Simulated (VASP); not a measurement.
Data:

```
CsBH4
1.0
    0.00000     3.52534     3.52534
    3.52534     0.00000     3.52534
    3.52534     3.52534     0.00000
Cs B H
1 1 4
Cartesian
  0.00000   0.00000   0.00000
  3.52534   3.52534   3.52534
  4.23693   4.23693   4.23693
  4.23693   2.81374   2.81374
  2.81374   2.81374   4.23693
  2.81374   4.23693   2.81374
```

Level of theory: LDA (Ceperley-Alder, Perdew-Zunger), VASP's LDA PAW potentials (set 64) (plane waves; VASP 6.6.1). Run with 520 eV cut-off, 6×6×6 Γ-centred mesh, tetrahedra with Blöchl corrections, potentials Cs_sv B H.

Task: The job: CsBH4 (space group F-43m), 6 atoms, LDA, static run, 520 eV, 6×6×6 Γ-centred mesh. Roughly how much core time does it take on a busy server core?

Result: About 30 core-seconds (one run on a shared machine, a rough figure). It had 16 irreducible k-points, 12 bands, up to 2397 plane waves and 16 electronic steps.

The structure comes from a computed database's CsBH4 entry (F-43m); how it stands against other phases isn't given here. It was relaxed first, which changed the volume by -11 %.
